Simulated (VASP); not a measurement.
Calculation: r2SCAN meta-GGA, VASP's PBE PAW potentials (set 64) (plane waves; VASP).

The input files of a VASP run:

### POSCAR
```
CdF2(111) slab
1
    3.8211713848     0.0000000000     0.0000000000
   -1.9105856924     3.3092306717     0.0000000000
    0.0000000000     0.0000000000    24.3987459447
F Cd
6 3
Direct
  0.6666670000   0.3333330000   0.3398284058
  0.3333330000   0.6666670000   0.4680253004
  1.0000000000   0.0000000000   0.4040680353
  1.0000000000   1.0000000000   0.5959319647
  0.6666670000   0.3333330000   0.5319746996
  0.3333330000   0.6666670000   0.6601715942
  0.3333330000   0.6666670000   0.3721410202
  1.0000000000   0.0000000000   0.5000000000
  0.6666670000   0.3333330000   0.6278589798
```

### KPOINTS
```
Automatic mesh
0
Gamma
6 6 1
0 0 0
```

### INCAR
```
SYSTEM = CdF2(111) slab
PREC = Normal
ENCUT = 450
EDIFF = 1E-6
NELM = 100
ALGO = Normal
LREAL = .FALSE.
LASPH = .TRUE.
ISMEAR = 0
SIGMA = 0.05
METAGGA = R2SCAN
LMIXTAU = .TRUE.
LMAXMIX = 4
LWAVE = .FALSE.
LCHARG = .FALSE.
NELMIN = 4
LDIPOL = .TRUE.
IDIPOL = 3
DIPOL = 0.5 0.5 0.5
LVHAR = .TRUE.
LORBIT = 11
```

POTCAR, in this order: F Cd (PBE.64 set). Program: vasp_std. Read from the step before: WAVECAR.

The resulting files:

**OSZICAR**
```
       N       E                     dE             d eps       ncg     rms          rms(c)
DAV:   1    -0.100448393575E+03   -0.10045E+03   -0.13141E-05   656   0.349E-02    0.333E-03
DAV:   2    -0.100448375373E+03    0.18203E-04   -0.16924E-06   452   0.128E-02    0.274E-03
DAV:   3    -0.100448383651E+03   -0.82784E-05   -0.68772E-07   420   0.722E-03    0.240E-03
DAV:   4    -0.100448392157E+03   -0.85062E-05   -0.97625E-07   428   0.933E-03    0.240E-03
DAV:   5    -0.100448387329E+03    0.48278E-05   -0.24039E-07   420   0.398E-03    0.238E-03
DAV:   6    -0.100448400414E+03   -0.13085E-04   -0.55108E-07   428   0.582E-03    0.236E-03
DAV:   7    -0.100448381089E+03    0.19324E-04   -0.47709E-07   428   0.508E-03    0.235E-03
DAV:   8    -0.100448397456E+03   -0.16367E-04   -0.79453E-08   420   0.273E-03    0.235E-03
DAV:   9    -0.100448402198E+03   -0.47415E-05   -0.22965E-08   400   0.148E-03    0.235E-03
DAV:  10    -0.100448401314E+03    0.88411E-06   -0.28237E-08   364   0.169E-03
   1 F= -.10044840E+03 E0= -.10044840E+03  d E =-.185523E-12
```

File OUTCAR:
```
------------------------ aborting loop because EDIFF is reached ----------------------------------------
  FORCE on cell =-STRESS in cart. coord.  units (eV):
  Direction    XX          YY          ZZ          XY          YZ          ZX
  --------------------------------------------------------------------------------------
  Total       -5.3332559     -5.3332533     -1.7594834      0.0000000      0.0000000      0.0000000
  in kB      -27.6956744    -27.6956607     -9.1370222      0.0000000      0.0000000      0.0000000
  external PRESSURE =     -21.5094524 kB  Pullay stress =       0.0000000 kB
  volume of cell :      308.53
      direct lattice vectors                 reciprocal lattice vectors
     3.821171385  0.000000000  0.000000000     0.261699856  0.151092520  0.000000000
    -1.910585692  3.309230672  0.000000000     0.000000000  0.302185039  0.000000000
     0.000000000  0.000000000 24.398745945     0.000000000  0.000000000  0.040985713
 POSITION                                       TOTAL-FORCE (eV/Angst)
 -----------------------------------------------------------------------------------
      1.91059      1.10308      8.29139        -0.000000      0.000000     -0.025837
     -0.00000      2.20615     11.41923         0.000000      0.000000     -0.003362
      0.00000      0.00000      9.85875        -0.000000      0.000000     -0.005492
      0.00000      0.00000     14.53999         0.000000      0.000000      0.005492
      1.91059      1.10308     12.97952        -0.000000     -0.000000      0.003362
     -0.00000      2.20615     16.10736        -0.000000     -0.000000      0.025837
     -0.00000      2.20615      9.07977         0.000000     -0.000000     -0.020780
      0.00000      0.00000     12.19937        -0.000000      0.000000      0.000000
      1.91059      1.10308     15.31897        -0.000000      0.000000      0.020780
 -----------------------------------------------------------------------------------
    total drift:                                0.000000      0.000000      0.000000
  FREE ENERGIE OF THE ION-ELECTRON SYSTEM (eV)
  ---------------------------------------------------
  free  energy   TOTEN  =      -100.4484013138 eV

  energy  without entropy=     -100.4484013138  energy(sigma->0) =     -100.44840131

 total charge

# of ion       s       p       d       tot
------------------------------------------
    1        1.752   4.349   0.000   6.102
    2        1.756   4.376   0.000   6.131
    3        1.756   4.373   0.000   6.129
    4        1.756   4.373   0.000   6.129
    5        1.756   4.376   0.000   6.131
    6        1.752   4.349   0.000   6.102
    7        0.207   0.167   9.688  10.062
    8        0.206   0.179   9.703  10.089
    9        0.207   0.167   9.688  10.062
--------------------------------------------------
tot         11.148  26.709  29.080  66.937
```
(Selected blocks of OUTCAR.)

At this cut-off the stress carries a Pulay error, which pulls relaxed volumes low.

The cell is a thin slab with vacuum, built from CdF2 (fluorite): (111) face.
